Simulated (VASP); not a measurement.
Level of theory: PBEsol GGA, VASP's PBE PAW potentials (set 64) (plane waves; VASP).

VASP ran on this input.

**KPOINTS**
```
kpoints
0
G
  8 8 8
0 0 0
```

**INCAR**
```
SYSTEM = WS2
PREC = Accurate
ENCUT = 300
EDIFF = 1E-6
NELM = 100
ALGO = Normal
LREAL = .FALSE.
LASPH = .TRUE.
ISMEAR = 0
SIGMA = 0.01
GGA = PS
LMAXMIX = 6
LWAVE = .FALSE.
LCHARG = .FALSE.
ISIF = 2
```

File POSCAR:
```
WS2
1
    1.5605860000     0.9010050000     6.3600040000
   -1.5605860000     0.9010050000     6.3600040000
    0.0000000000    -1.8020100000     6.3600040000
W S
1 2
Direct
  0.0006700000   0.0006700000   0.0006700000
  0.4141130000   0.4141130000   0.4141130000
  0.2539200000   0.2539200000   0.2539200000
```

POTCAR, in this order: W_sv S (PBE.64 set). Program: vasp_std.

At this cut-off the stress carries a Pulay error, which pulls relaxed volumes low.

Task: Predict the energy per atom (σ→0), pressure, largest force.

Result: 
```yaml
energy per atom (σ→0): -8.401 eV/atom
pressure: 6.91 GPa
largest_force: 1.085 eV/Å
```

File OSZICAR:
```
...
DAV:   8    -0.252056333670E+02    0.38162E-01   -0.22182E-01  2621   0.350E+00    0.127E+00
DAV:   9    -0.252042232639E+02    0.14101E-02   -0.11487E-02  2939   0.763E-01    0.552E-01
DAV:  10    -0.252038143594E+02    0.40890E-03   -0.57788E-03  2619   0.591E-01    0.654E-02
DAV:  11    -0.252037911007E+02    0.23259E-04   -0.59186E-04  2340   0.187E-01    0.586E-02
DAV:  12    -0.252038016144E+02   -0.10514E-04   -0.80036E-05  2559   0.771E-02    0.223E-02
DAV:  13    -0.252038046574E+02   -0.30430E-05   -0.14403E-05  2661   0.293E-02    0.471E-03
DAV:  14    -0.252038047362E+02   -0.78784E-07   -0.76249E-07  1345   0.625E-03
   1 F= -.25203805E+02 E0= -.25203805E+02  d E =-.887962-149
```

The structure comes from a computed database's WS2 entry; how it stands against other phases isn't given here. The cell was not relaxed at this level, and its volume differs by -5.9 % from the start's.
